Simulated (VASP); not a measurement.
# Ge: band structure with PBE

**What was measured.**

“Electronic and optical properties of SixGe1-x-ySny alloys lattice-matched to Ge”, 2021, arxiv:2109.02782 reports, for a bulk crystal of Ge at 293 K: band gap 0.666 eV (indirect).

Ge:

```
CELL_PARAMETERS angstrom
0.00000 2.87903 2.87903
2.87903 0.00000 2.87903
2.87903 2.87903 0.00000
ATOMIC_POSITIONS crystal
Ge 0.00000 0.00000 0.00000
Ge 0.25000 0.25000 0.25000
```

- Program: VASP 6.6.1
- Task: band structure
- Functional: PBE
- Potentials or basis: VASP PAW PBE potentials, release 64 (Ge_d)
- Cutoff: 350 eV
- k mesh: 10 × 10 × 10
- Occupations: gaussian, width 0.02 eV
- Spin: no spin polarisation
- Further INCAR settings: ALGO = Normal; EDIFF = 1e-07; NBANDS = 21

```
Band gap along the path : none (metal or under the smearing width)
```

Levels at the corners of the path, in eV from the Fermi level:
```csv
point,band 11,band 12,band 13,band 14,band 15,band 16,band 17,band 18
Γ,-12.39,-0.44,-0.01,-0.01,-0.01,2.53,2.53,2.53
X,-8.70,-8.70,-2.90,-2.90,0.81,0.81,9.08,9.08
X,-8.70,-8.70,-2.90,-2.90,0.81,0.81,9.08,9.08
W,-8.62,-8.62,-3.66,-3.66,4.11,4.11,4.68,4.68
W,-8.62,-8.62,-3.66,-3.66,4.11,4.11,4.68,4.68
K,-9.16,-8.13,-4.07,-2.48,1.19,3.97,6.89,7.12
K,-9.16,-8.13,-4.07,-2.48,1.19,3.97,6.89,7.12
Γ,-12.39,-0.44,-0.01,-0.01,-0.01,2.53,2.53,2.53
Γ,-12.39,-0.44,-0.01,-0.01,-0.01,2.53,2.53,2.53
L,-10.42,-7.37,-1.33,-1.33,0.03,3.71,3.71,7.10
L,-10.42,-7.37,-1.33,-1.33,0.03,3.71,3.71,7.10
U,-9.16,-8.13,-4.07,-2.48,1.19,3.97,6.89,7.12
U,-9.16,-8.13,-4.07,-2.48,1.19,3.97,6.89,7.12
W,-8.62,-8.62,-3.66,-3.66,4.11,4.11,4.68,4.68
W,-8.62,-8.62,-3.66,-3.66,4.11,4.11,4.68,4.68
L,-10.42,-7.37,-1.33,-1.33,0.03,3.71,3.71,7.10
L,-10.42,-7.37,-1.33,-1.33,0.03,3.71,3.71,7.10
K,-9.16,-8.13,-4.07,-2.48,1.19,3.97,6.89,7.12
U,-9.16,-8.13,-4.07,-2.48,1.19,3.97,6.89,7.12
X,-8.70,-8.70,-2.90,-2.90,0.81,0.81,9.08,9.08
```

Run time: 53 s on 1 thread of Intel(R) Xeon(R) 6975P-C (Granite Rapids), on a shared host, peak memory 0.2 GiB.

Measured gap of Ge: 0.666 eV (indirect; 293 K; “Electronic and optical properties of SixGe1-x-ySny alloys lattice-matched to Ge”, 2021, arxiv:2109.02782). This calculation gives 0.00 eV (-0.67 eV). 3 values of this kind are on record (0.666 to 0.807 eV); this one was drawn at random among those near their median. Spin-orbit coupling on Ge is left out. The value is that of PBE, without temperature or zero-point motion. Semilocal functionals fall short of measured gaps as a rule.

Caveat: the log is that of the step along the path at fixed density, whose energy, stress, charges and moments have no meaning; this crystal is a semiconductor, whose small gap the functional closes, so the metal is an error of the method.
